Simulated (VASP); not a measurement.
Runs of VASP 6.6.1 on Mg3ZnC. The structure is cubic, space group Pm-3m (No. 221). Conventional cell: a = 4.407 Å, b = 4.407 Å, c = 4.407 Å, α = 90.00°, β = 90.00°, γ = 90.00°. Zn (site symmetry m-3m) has 12 Mg at 3.12 Å as nearest neighbours. Mg (site symmetry 4/mmm) has 2 C at 2.20 Å as nearest neighbours. C (site symmetry m-3m) has 6 Mg at 2.20 Å as nearest neighbours. The cell comes from a database or a generator and needn't be the stable form of this composition.

```tsv
task	level	potentials or basis	cell	cutoff (eV)	smearing	other keys	gap on the mesh (eV)	pressure (GPa)
core levels	PBE+D3(BJ)	VASP PAW PBE potentials, release 64 (Zn, Mg, C)	as given	520	fermi-dirac 0.05 eV	-	none	-3.0
optical spectrum	PW91	VASP PAW PBE potentials, release 64 (Zn, Mg, C)	volume scaled by 0.8	520	gaussian 0.05 eV	-	none	21.3
single point	PBE	VASP PAW PBE potentials, release 64 (Zn, Mg_pv, C)	as given	520	gaussian 0.02 eV	-	none	-0.2
single point	r2SCAN+D4	VASP PAW PBE potentials, release 64 (Zn, Mg, C)	as given	520	tetrahedron	-	none	(a)
```

Alike in all rows: no spin polarisation; k mesh 6 × 6 × 6.

Q: Estimate the missing entries.

A: (a) -2.4.

Caveats: pairwise dispersion overbinds metals, which lowers pressure and volume (some runs); the PAW data sets were made with another functional, which shifts forces and pressure a little (some runs); spectra need much finer meshes, so this one isn't converged (some runs); independent-particle spectra lack excitons (some runs); the intraband (Drude) part of a metal's response may be missing (some runs); tetrahedron occupations give inexact forces and stress in metals (some runs).

A gap of «none» marks a metal or a gap under the smearing width.

The runs don't all hold the same shells in valence.
